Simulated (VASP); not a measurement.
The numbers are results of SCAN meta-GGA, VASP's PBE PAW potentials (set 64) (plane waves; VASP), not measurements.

A VASP calculation is set up with these files.

### KPOINTS
```
Automatic mesh
0
Gamma
4 4 4
0 0 0
```

### INCAR
```
SYSTEM = CsPbBr3
PREC = Accurate
ENCUT = 520
EDIFF = 1E-7
NELM = 100
ALGO = Normal
LREAL = .FALSE.
LASPH = .TRUE.
ISMEAR = 0
SIGMA = 0.05
METAGGA = SCAN
LMIXTAU = .TRUE.
LMAXMIX = 4
LWAVE = .FALSE.
LCHARG = .FALSE.
ISIF = 2
```

**POSCAR**
```
CsPbBr3
1
    5.8609858504     0.0000000000     0.0000000000
    0.0000000000     5.8609858504     0.0000000000
    0.0000000000     0.0000000000     5.8609858504
Cs Pb Br
1 1 3
Direct
  0.0000000000   0.0000000000   0.0000000000
  0.5000000000   0.5000000000   0.5000000000
  0.5000000000   0.0000000000   0.5000000000
  0.0000000000   0.5000000000   0.5000000000
  0.5000000000   0.5000000000   0.0000000000
```

POTCAR, in this order: Cs_sv Pb_d Br (PBE.64 set). Program: vasp_std.

Output of the run:

**OUTCAR**
```
 ion  position               nearest neighbor table
   1  0.000  0.000  0.000-
   2  0.500  0.500  0.500-   3 2.93   4 2.93   5 2.93   5 2.93   3 2.93   4 2.93
   3  0.500  0.000  0.500-   2 2.93   2 2.93
   4  0.000  0.500  0.500-   2 2.93   2 2.93
   5  0.500  0.500  0.000-   2 2.93   2 2.93
  LATTYP: Found a simple cubic cell.
 ALAT       =     5.8609858504
 Subroutine PRICEL returns:
 Original cell was already a primitive cell.
 Subroutine GETGRP returns: Found 48 space group operations
The static configuration has the point symmetry O_h .
The dynamic configuration has the point symmetry O_h .
 Subroutine INISYM returns: Found 48 space group operations
 Subroutine IBZKPT returns following result:
 Found     10 irreducible k-points:

 Following reciprocal coordinates:
            Coordinates               Weight
  0.000000  0.000000  0.000000      1.000000
  0.250000  0.000000  0.000000      6.000000
  0.500000  0.000000  0.000000      3.000000
  0.250000  0.250000  0.000000     12.000000
  0.500000  0.250000  0.000000     12.000000
  0.500000  0.500000  0.000000      3.000000
  0.250000  0.250000  0.250000      8.000000
  0.500000  0.250000  0.250000     12.000000
  0.500000  0.500000  0.250000      6.000000
  0.500000  0.500000  0.500000      1.000000
   k-points           NKPTS =     10   k-points in BZ     NKDIM =     10   number of bands    NBANDS=     26
   number of dos      NEDOS =    301   number of ions     NIONS =      5
   total plane-waves  NPLWV = 110592
   dimension x,y,z NGX =    48 NGY =   48 NGZ =   48
   dimension x,y,z NGXF=    96 NGYF=   96 NGZF=   96
   ions per type =               1   1   3
   PREC   = accura    normal or accurate (medium, high low for compatibility)
   ISTART =      0    job   : 0-new  1-cont  2-samecut
   ICHARG =      2    charge: 1-file 2-atom 10-const
   ISPIN  =      1    spin polarized calculation?
   LNONCOLLINEAR =      F non collinear calculations
   LSORBIT =      F    spin-orbit coupling
   INIWAV =      1    electr: 0-lowe 1-rand  2-diag
   ENCUT  =  520.0 eV  38.22 Ry    6.18 a.u.  10.90 10.90 10.90*2*pi/ulx,y,z
   NELM   =    100;   NELMIN=  2; NELMDL= -5     # of ELM steps
   EDIFF  = 0.1E-06   stopping-criterion for ELM
   LREAL  =      F    real-space projection
   NLSPLINE    = F    spline interpolate recip. space projectors
   LMAXMIX     =    4 max onsite mixed and CHGCAR
   VOSKOWN=      0    Vosko Wilk Nusair interpolation
   EDIFFG = 0.1E-05   stopping-criterion for IOM
   NSW    =      0    number of steps for IOM
   NBLOCK =      1;   KBLOCK =      1    inner block; outer block
   IBRION =     -1    ionic relax: 0-MD 1-quasi-New 2-CG
   NFREE  =      0    steps in history (QN), initial steepest desc. (CG)
   ISIF   =      2    stress and relaxation
   ISYM   =      2    0-nonsym 1-usesym 2-fastsym
   TEIN   =    0.0    initial temperature
   TEBEG  =    0.0;   TEEND  =   0.0 temperature during run
   SMASS  =  -3.00    Nose mass-parameter (am)
   PSTRESS=    0.0 pullay stress
   NELECT =      44.0000    total number of electrons
   EFERMI =   0.00;   METHOD = LEGACY
   ISMEAR =     0;   SIGMA  =   0.05  broadening in eV -4-tet -1-fermi 0-gaus
   IALGO  =     38    algorithm
   LDIAG  =      T    sub-space diagonalisation (order eigenvalues)
   IMIX   =      4    mixing-type and parameters
     AMIX     =   0.40;   BMIX     =  1.00
     AMIX_MAG =   1.60;   BMIX_MAG =  1.00
     AMIN     =   0.10
   METAGGA = SCAN    functional components
   VOSKOWN =     0    Vosko Wilk Nusair interpolation
   LHFCALC =     F    Hartree Fock is set to
   LHFONE  =     F    Hartree Fock one center treatment
   AEXX    =    0.0000 exact exchange contribution
   IVDW    =     0    specifies the selected vdW correction
...
```

**OSZICAR**
```
       N       E                     dE             d eps       ncg     rms          rms(c)
DAV:   1     0.247283997642E+03    0.24728E+03   -0.19434E+04   520   0.154E+03
DAV:   2    -0.138450657434E+03   -0.38573E+03   -0.37601E+03   636   0.344E+02
DAV:   3    -0.186684680599E+03   -0.48234E+02   -0.47657E+02   614   0.130E+02
DAV:   4    -0.188521469015E+03   -0.18368E+01   -0.18319E+01   680   0.334E+01
DAV:   5    -0.188558907047E+03   -0.37438E-01   -0.37416E-01   672   0.394E+00    0.384E+00
DAV:   6    -0.182660205259E+03    0.58987E+01   -0.34933E+00   638   0.329E+01    0.271E+00
DAV:   7    -0.177372069292E+03    0.52881E+01   -0.13766E+00   552   0.965E+00    0.123E+00
DAV:   8    -0.178475678496E+03   -0.11036E+01   -0.89362E-01   626   0.711E+00    0.755E-01
DAV:   9    -0.178524386322E+03   -0.48708E-01   -0.12109E-01   582   0.293E+00    0.630E-01
DAV:  10    -0.178656190565E+03   -0.13180E+00   -0.22055E-01   564   0.467E+00    0.177E-01
DAV:  11    -0.178617021404E+03    0.39169E-01   -0.26974E-01   520   0.503E+00    0.262E-01
DAV:  12    -0.178602376195E+03    0.14645E-01   -0.19645E-02   612   0.144E+00    0.201E-01
DAV:  13    -0.178616935798E+03   -0.14560E-01   -0.14460E-02   522   0.138E+00    0.107E-01
DAV:  14    -0.178617327873E+03   -0.39208E-03   -0.47554E-03   612   0.824E-01    0.670E-02
DAV:  15    -0.178617278358E+03    0.49515E-04   -0.23952E-03   528   0.469E-01    0.490E-02
DAV:  16    -0.178617194535E+03    0.83823E-04   -0.65968E-04   524   0.300E-01    0.363E-02
DAV:  17    -0.178617642382E+03   -0.44785E-03   -0.25079E-04   556   0.190E-01    0.173E-02
DAV:  18    -0.178617565017E+03    0.77365E-04   -0.14734E-04   542   0.154E-01    0.636E-03
DAV:  19    -0.178617598007E+03   -0.32990E-04   -0.75457E-05   524   0.972E-02    0.467E-03
DAV:  20    -0.178617598129E+03   -0.12124E-06   -0.37605E-05   536   0.669E-02    0.350E-03
DAV:  21    -0.178617605329E+03   -0.72002E-05   -0.16942E-05   532   0.485E-02    0.204E-03
DAV:  22    -0.178617608356E+03   -0.30272E-05   -0.11632E-06   646   0.131E-02    0.215E-03
DAV:  23    -0.178617606950E+03    0.14055E-05   -0.43083E-07   550   0.725E-03    0.152E-03
DAV:  24    -0.178617601599E+03    0.53517E-05   -0.79275E-07   584   0.113E-02    0.641E-04
DAV:  25    -0.178617602202E+03   -0.60367E-06   -0.64780E-08   398   0.239E-03    0.430E-04
DAV:  26    -0.178617602876E+03   -0.67373E-06   -0.12424E-08   310   0.126E-03    0.191E-04
DAV:  27    -0.178617603303E+03   -0.42674E-06   -0.76808E-09   280   0.977E-04    0.492E-05
DAV:  28    -0.178617603333E+03   -0.29678E-07   -0.35451E-09   278   0.670E-04
   1 F= -.17861760E+03 E0= -.17861760E+03  d E =-.135348E-16
```

File OUTCAR:
```
------------------------ aborting loop because EDIFF is reached ----------------------------------------
  FORCE on cell =-STRESS in cart. coord.  units (eV):
  Direction    XX          YY          ZZ          XY          YZ          ZX
  --------------------------------------------------------------------------------------
  Total        0.8650198      0.8650198      0.8650198     -0.0000000      0.0000000     -0.0000000
  in kB        6.8837426      6.8837426      6.8837426     -0.0000000      0.0000000     -0.0000000
  external PRESSURE =       6.8837426 kB  Pullay stress =       0.0000000 kB
  volume of cell :      201.33
      direct lattice vectors                 reciprocal lattice vectors
     5.860985850  0.000000000  0.000000000     0.170619760  0.000000000  0.000000000
     0.000000000  5.860985850  0.000000000     0.000000000  0.170619760  0.000000000
     0.000000000  0.000000000  5.860985850     0.000000000  0.000000000  0.170619760
 POSITION                                       TOTAL-FORCE (eV/Angst)
 -----------------------------------------------------------------------------------
      0.00000      0.00000      0.00000         0.000000      0.000000      0.000000
      2.93049      2.93049      2.93049         0.000000      0.000000      0.000000
      2.93049      0.00000      2.93049         0.000000      0.000000      0.000000
      0.00000      2.93049      2.93049         0.000000      0.000000      0.000000
      2.93049      2.93049      0.00000         0.000000      0.000000      0.000000
 -----------------------------------------------------------------------------------
    total drift:                                0.000000     -0.000000     -0.000000
  FREE ENERGIE OF THE ION-ELECTRON SYSTEM (eV)
  ---------------------------------------------------
  free  energy   TOTEN  =      -178.6176033326 eV

  energy  without entropy=     -178.6176033326  energy(sigma->0) =     -178.61760333
```
(Selected blocks of OUTCAR.)

OUTCAR:
```
 val. band max:        1.0319749855   @ k =   0.5000   0.5000   0.5000

 cond. band min:       2.8155379384   @ k =   0.5000   0.5000   0.5000


 Fermi energy:         1.3108759128

 k-point     1 :       0.0000    0.0000    0.0000
  band No.  band energies     occupation
      1     -21.1028      2.00000
      2     -16.3080      2.00000
      3     -16.3080      2.00000
      4     -16.0826      2.00000
      5     -16.0826      2.00000
      6     -16.0826      2.00000
      7     -14.4289      2.00000
      8     -13.6430      2.00000
      9     -13.6430      2.00000
     10      -7.4648      2.00000
     11      -7.4648      2.00000
     12      -7.4648      2.00000
     13      -6.1891      2.00000
     14      -3.4696      2.00000
     15      -3.4696      2.00000
     16      -3.4696      2.00000
     17      -1.2667      2.00000
     18      -1.2667      2.00000
     19      -1.2667      2.00000
     20      -1.1432      2.00000
     21      -1.1432      2.00000
     22      -1.1432      2.00000
     23       4.5196      0.00000
     24       5.5049      0.00000
     25       5.5049      0.00000
     26       6.3789      0.00000

 k-point     2 :       0.2500    0.0000    0.0000
  band No.  band energies     occupation
      1     -21.1022      2.00000
      2     -16.3079      2.00000
      3     -16.2688      2.00000
      4     -16.0832      2.00000
      5     -16.0832      2.00000
      6     -16.0826      2.00000
      7     -14.3554      2.00000
      8     -13.7853      2.00000
      9     -13.6420      2.00000
     10      -7.4581      2.00000
     11      -7.4581      2.00000
     12      -7.4576      2.00000
     13      -6.6675      2.00000
     14      -3.4224      2.00000
     15      -3.4224      2.00000
     16      -2.4828      2.00000
     17      -1.3328      2.00000
     18      -1.3317      2.00000
     19      -1.3317      2.00000
     20      -1.2038      2.00000
     21      -1.2038      2.00000
     22      -1.0990      2.00000
...
```

Unless said otherwise, spin-orbit coupling is left out, though it shifts the bands of the heavy elements here.

The compound is CsPbBr3 in the cubic perovskite structure, the ideal cubic form; the compound distorts at low or room temperature. This cell is one point of a volume scan, at 0.97 of the reference volume.
